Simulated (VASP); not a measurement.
# Al2O3 (R-3c) in VASP: notebook

Aim: see how the results for Al2O3 move with the level of theory and the settings. Levels: PBE, LDA, r2SCAN, HSE06. Tasks: dielectric tensor, band structure.

All numbers are computed with VASP 6.6.1; they aren't measurements. Logs are shortened: lines on timing, memory, paths and dates and some standing lists are left out, and cuts for length are marked.

**What was measured.**

“Multi-petahertz electron interference in Cr:Al2O3 solid-state material”, 2018, pmc:5906618 quotes, for a bulk crystal of Al2O3: band gap 8.7 eV (optical).

How close the calculation comes is told below.

### Step 1. The structure

It takes space group R-3c (No. 167, trigonal). Conventional cell: a = 4.806 Å, b = 4.806 Å, c = 13.114 Å, α = 90.00°, β = 90.00°, γ = 120.00°. Al (site symmetry 3) is surrounded by 6 O at 1.87 to 1.99 Å. Around O (site symmetry 2) lie 4 Al at 1.87 to 1.99 Å.

The cell is a database's computed one.

### Step 2. Dielectric tensor, PBE

Input file INCAR:

```
ALGO = Normal
EDIFF = 1E-8
ENCUT = 450
GGA = PE
IBRION = 8
ISIF = 2
ISMEAR = 0
KPAR = 4
LASPH = True
LCHARG = False
LEPSILON = True
LREAL = False
LWAVE = False
NELM = 120
PREC = Accurate
SIGMA = 0.02
```

Input file KPOINTS:

```
k-points
0
Gamma
  8 8 8
```

Input file POSCAR:

```
Al2O3                                   
1.0
    2.4028313787      1.3872753696      4.3714308429
   -2.4028313787      1.3872753696      4.3714308429
    0.0000000000     -2.7745507393      4.3714308429
  Al              O             
     4     6
Direct
     0.6478601473919312    0.6478601473919312    0.6478601473919312
     0.8521398526080688    0.8521398526080688    0.8521398526080688
     0.1478601473919312    0.1478601473919312    0.1478601473919312
     0.3521398526080688    0.3521398526080688    0.3521398526080688
     0.4438042327246734    0.0561957672753266    0.7500000000000000
     0.9438042327246734    0.2500000000000000    0.5561957672753266
     0.0561957672753266    0.7500000000000000    0.4438042327246734
     0.7500000000000000    0.4438042327246734    0.0561957672753266
     0.2500000000000000    0.5561957672753266    0.9438042327246734
     0.5561957672753266    0.9438042327246734    0.2500000000000000
```

Potentials or basis: VASP PAW PBE potentials, release 64 (Al, O).

Command:

```console
$ cat potpaw_PBE.64/Al/POTCAR potpaw_PBE.64/O/POTCAR > POTCAR
$ mpirun -np 4 vasp_std > vasp.out
```

OUTCAR:

```text
EDIFF = 1E-8
   ENCUT = 450
   GGA = PE
   IBRION = 8
   ISIF = 2
   ISMEAR = 0
   LASPH = True
   LEPSILON = True
   LREAL = False
   NELM = 120
   PREC = Accurate

 ion  position               nearest neighbor table
   1  0.648  0.648  0.648-   6 1.87  10 1.87   9 1.87   5 1.99   7 1.99   8 1.99   2 2.68   4 2.82
                             4 2.82   4 2.82   2 3.25   2 3.25   2 3.25
   2  0.852  0.852  0.852-   9 1.87  10 1.87   6 1.87   5 1.99   8 1.99   7 1.99   1 2.68   3 2.82
                             3 2.82   3 2.82   1 3.25   1 3.25   1 3.25
   3  0.148  0.148  0.148-   8 1.87   5 1.87   7 1.87  10 1.99   9 1.99   6 1.99   4 2.68   2 2.82
                             2 2.82   2 2.82   4 3.25   4 3.25   4 3.25
   4  0.352  0.352  0.352-   7 1.87   5 1.87   8 1.87  10 1.99   6 1.99   9 1.99   3 2.68   1 2.82
                             1 2.82   1 2.82   3 3.25   3 3.25   3 3.25
   5  0.444  0.056  0.750-   3 1.87   4 1.87   1 1.99   2 1.99
   6  0.944  0.250  0.556-   1 1.87   2 1.87   4 1.99   3 1.99
   7  0.056  0.750  0.444-   4 1.87   3 1.87   1 1.99   2 1.99
   8  0.750  0.444  0.056-   3 1.87   4 1.87   2 1.99   1 1.99
   9  0.250  0.556  0.944-   2 1.87   1 1.87   3 1.99   4 1.99
  10  0.556  0.944  0.250-   1 1.87   2 1.87   3 1.99   4 1.99

  LATTYP: Found a trigonal (rhomboedric) cell.
 ALAT       =     5.1775997528
 COS(alpha) =     0.5692555939

  Lattice vectors:

 A1 = (   2.4028313787,   1.3872753696,   4.3714308429)
 A2 = (  -2.4028313787,   1.3872753696,   4.3714308429)
 A3 = (   0.0000000000,  -2.7745507393,   4.3714308429)

Analysis of symmetry for initial positions (statically):
=====================================================================
 Subroutine PRICEL returns:
 Original cell was already a primitive cell.

 Routine SETGRP: Setting up the symmetry group for a
 trigonal (rhombohedral) supercell.

[... 1166 lines left out ...]
  2X    -0.425678    1.281851    0.000000  -18.311599   -0.000379   -0.000000    4.909172   -0.000715   -0.000000    2.270647   -2.266819    0.000000    0.896551   -0.186914   -0.153449    1.667954   -0.752995   -0.952338    1.488964    0.020376    0.011853    1.013238    0.429776    0.141596    4.106149   -0.172815    1.991361    2.384601    1.648635   -1.039023
  2Y    -1.281851   -0.425678   -0.000000    0.000379  -18.311599    0.000000    0.000715    4.909172    0.000000    2.266819    2.270647   -0.000000   -0.362406    1.369285   -0.074908   -1.234878    3.771183    1.749593   -0.155115    0.776872    0.170345    0.254284    1.252597   -0.095437   -0.654698    1.332987   -0.050048    1.166751    3.054535   -1.699545
  2Z     0.000000   -0.000000    8.394499   -0.000000    0.000000  -17.069573    0.000000    0.000000   -4.523053    0.000000   -0.000000    4.852706   -0.129461   -0.076283    0.843059   -0.673558    1.653118    1.938748   -0.001333    0.150258    0.843059    0.130794   -0.073975    0.843059    1.768421   -0.243241    1.938748   -1.094863   -1.409877    1.938748
  3X     2.270647   -2.266819    0.000000    4.909172   -0.000715   -0.000000  -18.311599   -0.000379   -0.000000   -0.425678    1.281851    0.000000    2.384601    1.648635   -1.039023    1.488964    0.020376    0.011853    1.667954   -0.752995   -0.952338    4.106149   -0.172815    1.991361    1.013238    0.429776    0.141596    0.896551   -0.186914   -0.153449
  3Y     2.266819    2.270647   -0.000000    0.000715    4.909172    0.000000    0.000379  -18.311599    0.000000   -1.281851   -0.425678   -0.000000    1.166751    3.054535   -1.699545   -0.155115    0.776872    0.170345   -1.234878    3.771183    1.749593   -0.654698    1.332987   -0.050048    0.254284    1.252597   -0.095437   -0.362406    1.369285   -0.074908
  3Z     0.000000   -0.000000    4.852706    0.000000    0.000000   -4.523053   -0.000000    0.000000  -17.069573    0.000000   -0.000000    8.394499   -1.094863   -1.409877    1.938748   -0.001333    0.150258    0.843059   -0.673558    1.653118    1.938748    1.768421   -0.243241    1.938748    0.130794   -0.073975    0.843059   -0.129461   -0.076283    0.843059
  4X     4.909172    0.000715   -0.000000    2.270647    2.266819   -0.000000   -0.425678   -1.281851   -0.000000  -18.311599    0.000379    0.000000    2.384601   -1.648635    1.039023    1.013238   -0.429776   -0.141596    4.106149    0.172815   -1.991361    1.667954    0.752995    0.952338    1.488964   -0.020376   -0.011853    0.896551    0.186914    0.153449
  4Y    -0.000715    4.909172    0.000000   -2.266819    2.270647   -0.000000    1.281851   -0.425678   -0.000000   -0.000379  -18.311599    0.000000   -1.166751    3.054535   -1.699545   -0.254284    1.252597   -0.095437    0.654698    1.332987   -0.050048    1.234878    3.771183    1.749593    0.155115    0.776872    0.170345    0.362406    1.369285   -0.074908
  4Z     0.000000    0.000000   -4.523053   -0.000000   -0.000000    4.852706   -0.000000   -0.000000    8.394499    0.000000    0.000000  -17.069573    1.094863   -1.409877    1.938748   -0.130794   -0.073975    0.843059   -1.768421   -0.243241    1.938748    0.673558    1.653118    1.938748    0.001333    0.150258    0.843059    0.129461   -0.076283    0.843059
  5X     0.899198    0.362930    0.128449    0.899198   -0.362930   -0.128449    2.382823    1.165745   -1.093559    2.382823   -1.165745    1.093559  -16.796037   -0.000000    0.000000    0.815090    0.285681    1.783371    4.449149    1.294373   -0.301364    4.449149   -1.294373    0.301364    0.815090   -0.285681   -1.783371   -0.296481    0.000000   -0.000000
  5Y     0.187747    1.366563   -0.075996   -0.187747    1.366563   -0.075996    1.647061    3.056285   -1.410499   -1.647061    3.056285   -1.410499   -0.000000  -17.565539    5.182711    0.293849    0.481857    0.798298    1.463537    2.858142   -0.134049   -1.463537    2.858142   -0.134049   -0.293849    0.481857    0.798298    0.000000    2.039845   -3.538220
  5Z     0.152046   -0.076044    0.841937   -0.152046   -0.076044    0.841937   -1.038329   -1.697853    1.936466    1.038329   -1.697853    1.936466    0.000000    5.183150  -14.601883    1.582149    1.144089    2.824574   -0.267992   -0.193798   -0.510977    0.267992   -0.193798   -0.510977   -1.582149    1.144089    2.824574    0.000000   -3.535937    4.417886
  6X     4.105901    0.652242   -1.768308    1.669939   -1.235477   -0.674749    1.488172   -0.152297   -0.001590    1.011272   -0.252453   -0.130039    0.816109    0.293261    1.583032  -17.373163    0.333204    4.488359    1.455763   -1.011659   -3.064188    0.314221   -0.004673   -0.200339    2.061684   -0.085133    0.034592    4.450103    1.462986   -0.266771
  6Y     0.170926    1.333207   -0.241800   -0.754162    3.769169    1.652299    0.022885    0.777589    0.149238   -0.427635    1.254489   -0.073242    0.285092    0.480838    1.145296    0.333204  -16.988413   -2.591356   -1.011659    0.287601    1.769110    0.003496    0.982725   -1.943594    0.084031    5.245607    0.328013    1.293822    2.857187   -0.193964
  6Z    -1.989548   -0.050292    1.936466   -0.951220    1.748146    1.936466    0.010166    0.169698    0.841937   -0.141879   -0.093653    0.841937    1.781885    0.798137    2.824574    4.488740   -2.591575  -14.601883   -3.062211    1.767969    4.417886    0.199736   -1.942226    2.824574   -0.033838    0.328987   -0.510977   -0.301830   -0.135189   -0.510977
  7X     1.011272   -0.252453   -0.130039    1.488172   -0.152297   -0.001590    1.669939   -1.235477   -0.674749    4.105901    0.652242   -1.768308    4.450103    1.462986   -0.266771    1.455763   -1.011659   -3.064188  -17.373163    0.333204    4.488359    2.061684   -0.085133    0.034592    0.314221   -0.004673   -0.200339    0.816109    0.293261    1.583032
  7Y    -0.427635    1.254489   -0.073242    0.022885    0.777589    0.149238   -0.754162    3.769169    1.652299    0.170926    1.333207   -0.241800    1.293822    2.857187   -0.193964   -1.011659    0.287601    1.769110    0.333204  -16.988413   -2.591356    0.084031    5.245607    0.328013    0.003496    0.982725   -1.943594    0.285092    0.480838    1.145296
  7Z    -0.141879   -0.093653    0.841937    0.010166    0.169698    0.841937   -0.951220    1.748146    1.936466   -1.989548   -0.050292    1.936466   -0.301830   -0.135189   -0.510977   -3.062211    1.767969    4.417886    4.488740   -2.591575  -14.601883   -0.033838    0.328987   -0.510977    0.199736   -1.942226    2.824574    1.781885    0.798137    2.824574
  8X     1.488172    0.152297    0.001590    1.011272    0.252453    0.130039    4.105901   -0.652242    1.768308    1.669939    1.235477    0.674749    4.450103   -1.462986    0.266771    0.314221    0.004673    0.200339    2.061684    0.085133   -0.034592  -17.373163   -0.333204   -4.488359    1.455763    1.011659    3.064188    0.816109   -0.293261   -1.583032
  8Y    -0.022885    0.777589    0.149238    0.427635    1.254489   -0.073242   -0.170926    1.333207   -0.241800    0.754162    3.769169    1.652299   -1.293822    2.857187   -0.193964   -0.003496    0.982725   -1.943594   -0.084031    5.245607    0.328013   -0.333204  -16.988413   -2.591356    1.011659    0.287601    1.769110   -0.285092    0.480838    1.145296
  8Z    -0.010166    0.169698    0.841937    0.141879   -0.093653    0.841937    1.989548   -0.050292    1.936466    0.951220    1.748146    1.936466    0.301830   -0.135189   -0.510977   -0.199736   -1.942226    2.824574    0.033838    0.328987   -0.510977   -4.488740   -2.591575  -14.601883    3.062211    1.767969    4.417886   -1.781885    0.798137    2.824574
  9X     1.669939    1.235477    0.674749    4.105901   -0.652242    1.768308    1.011272    0.252453    0.130039    1.488172    0.152297    0.001590    0.816109   -0.293261   -1.583032    2.061684    0.085133   -0.034592    0.314221    0.004673    0.200339    1.455763    1.011659    3.064188  -17.373163   -0.333204   -4.488359    4.450103   -1.462986    0.266771
  9Y     0.754162    3.769169    1.652299   -0.170926    1.333207   -0.241800    0.427635    1.254489   -0.073242   -0.022885    0.777589    0.149238   -0.285092    0.480838    1.145296   -0.084031    5.245607    0.328013   -0.003496    0.982725   -1.943594    1.011659    0.287601    1.769110   -0.333204  -16.988413   -2.591356   -1.293822    2.857187   -0.193964
  9Z     0.951220    1.748146    1.936466    1.989548   -0.050292    1.936466    0.141879   -0.093653    0.841937   -0.010166    0.169698    0.841937   -1.781885    0.798137    2.824574    0.033838    0.328987   -0.510977   -0.199736   -1.942226    2.824574    3.062211    1.767969    4.417886   -4.488740   -2.591575  -14.601883    0.301830   -0.135189   -0.510977
 10X     2.382823   -1.165745    1.093559    2.382823    1.165745   -1.093559    0.899198   -0.362930   -0.128449    0.899198    0.362930    0.128449   -0.296481    0.000000   -0.000000    4.449149    1.294373   -0.301364    0.815090    0.285681    1.783371    0.815090   -0.285681   -1.783371    4.449149   -1.294373    0.301364  -16.796037   -0.000000    0.000000
 10Y    -1.647061    3.056285   -1.410499    1.647061    3.056285   -1.410499   -0.187747    1.366563   -0.075996    0.187747    1.366563   -0.075996    0.000000    2.039845   -3.538220    1.463537    2.858142   -0.134049    0.293849    0.481857    0.798298   -0.293849    0.481857    0.798298   -1.463537    2.858142   -0.134049   -0.000000  -17.565539    5.182711
 10Z     1.038329   -1.697853    1.936466   -1.038329   -1.697853    1.936466   -0.152046   -0.076044    0.841937    0.152046   -0.076044    0.841937    0.000000   -3.535937    4.417886   -0.267992   -0.193798   -0.510977    1.582149    1.144089    2.824574   -1.582149    1.144089    2.824574    0.267992   -0.193798   -0.510977    0.000000    5.183150  -14.601883

 Eigenvectors and eigenvalues of the dynamical matrix
   1 f  =   21.633028 THz   135.924325 2PiTHz  721.600146 cm-1    89.466975 meV
   2 f  =   21.529496 THz   135.273811 2PiTHz  718.146673 cm-1    89.038799 meV
   3 f  =   21.529496 THz   135.273810 2PiTHz  718.146672 cm-1    89.038799 meV
   4 f  =   19.957878 THz   125.399049 2PiTHz  665.723167 cm-1    82.539116 meV
   5 f  =   18.391468 THz   115.557003 2PiTHz  613.473347 cm-1    76.060967 meV
   6 f  =   18.144746 THz   114.006804 2PiTHz  605.243592 cm-1    75.040608 meV
[... 19 lines left out ...]
  26 f  =   10.789471 THz    67.792244 2PiTHz  359.898006 cm-1    44.621646 meV
  27 f  =    8.626738 THz    54.203394 2PiTHz  287.757010 cm-1    35.677306 meV
  28 f/i=    0.000785 THz     0.004934 2PiTHz    0.026194 cm-1     0.003248 meV
  29 f/i=    0.000785 THz     0.004934 2PiTHz    0.026194 cm-1     0.003248 meV
  30 f/i=    0.004180 THz     0.026264 2PiTHz    0.139429 cm-1     0.017287 meV

 MACROSCOPIC STATIC DIELECTRIC TENSOR IONIC CONTRIBUTION
 ------------------------------------------------------
           6.706734     0.000000    -0.000000
           0.000000     6.706734    -0.000000
          -0.000000    -0.000000     9.044806
 ------------------------------------------------------

 ELASTIC MODULI CONTR FROM IONIC RELAXATION (kBar)
 Direction    XX          YY          ZZ          XY          YZ          ZX
 --------------------------------------------------------------------------------
 XX        -337.1519    153.1365    122.2611     -0.0000    126.2364      0.0000
 YY         153.1365   -337.1519    122.2611      0.0000   -126.2364     -0.0000
 ZZ         122.2611    122.2611   -179.0817     -0.0000      0.0000      0.0000
 XY          -0.0000      0.0000     -0.0000   -245.1538     -0.0000    126.0959
 YZ         126.2364   -126.2364      0.0000     -0.0000   -140.2776     -0.0000
 ZX           0.0000     -0.0000     -0.0000    126.0959     -0.0000   -139.1529
 --------------------------------------------------------------------------------

 PIEZOELECTRIC TENSOR IONIC CONTR  for field in x, y, z        (C/m^2)
          XX          YY          ZZ          XY          YZ          ZX
  --------------------------------------------------------------------------------
  x     0.00000     0.00000    -0.00000    -0.00000     0.00000     0.00000
  y    -0.00000     0.00000    -0.00000    -0.00000    -0.00000     0.00000
  z     0.00000     0.00000    -0.00000     0.00000    -0.00000    -0.00000
```

It took 13 min on 4 MPI ranks of Intel Xeon 6975P-C (Granite Rapids), shared host; peak memory 1.1 GiB.

Results:

* Band gap on the k mesh: 5.87 eV, direct
* Electronic dielectric tensor (diagonal): 3.27, 3.27, 3.23
* Born charges (mean of the diagonal): Al +2.97; O -1.98 e
* Highest phonon frequency at Γ, LO-TO splitting left out: 722 cm⁻¹

Phonon frequencies in cm⁻¹ (negative: imaginary):
```
              q point                                                                                                        frequencies
(0.000, 0.000, 0.000)  0 0 0 288 360 360 365 365 375 397 409 409 417 417 427 427 513 541 541 552 552 554 578 605 605 613 666 718 718 722
```

Electronic dielectric tensor:
```
3.27 0.00 0.00
0.00 3.27 0.00
0.00 0.00 3.23
```

Born effective charge tensors (e):
atom 1, Al
```
 2.98 -0.03  0.00
 0.03  2.98  0.00
 0.00  0.00  2.95
```
atom 2, Al
```
 2.98  0.03  0.00
-0.03  2.98  0.00
 0.00  0.00  2.95
```
atom 3, Al
```
 2.98  0.03  0.00
-0.03  2.98  0.00
 0.00  0.00  2.95
```
atom 4, Al
```
 2.98 -0.03  0.00
 0.03  2.98  0.00
 0.00  0.00  2.95
```
atom 5, O
```
-2.08  0.00  0.00
 0.00 -1.89  0.27
 0.00  0.36 -1.97
```
atom 6, O
```
-1.94 -0.09  0.23
-0.09 -2.03 -0.13
 0.31 -0.18 -1.97
```
atom 7, O
```
-1.94 -0.09  0.23
-0.09 -2.03 -0.13
 0.31 -0.18 -1.97
```
atom 8, O
```
-1.94  0.09 -0.23
 0.09 -2.03 -0.13
-0.31 -0.18 -1.97
```
atom 9, O
```
-1.94  0.09 -0.23
 0.09 -2.03 -0.13
-0.31 -0.18 -1.97
```
atom 10, O
```
-2.08  0.00  0.00
 0.00 -1.89  0.27
 0.00  0.36 -1.97
```

[end of part 1 of 3]
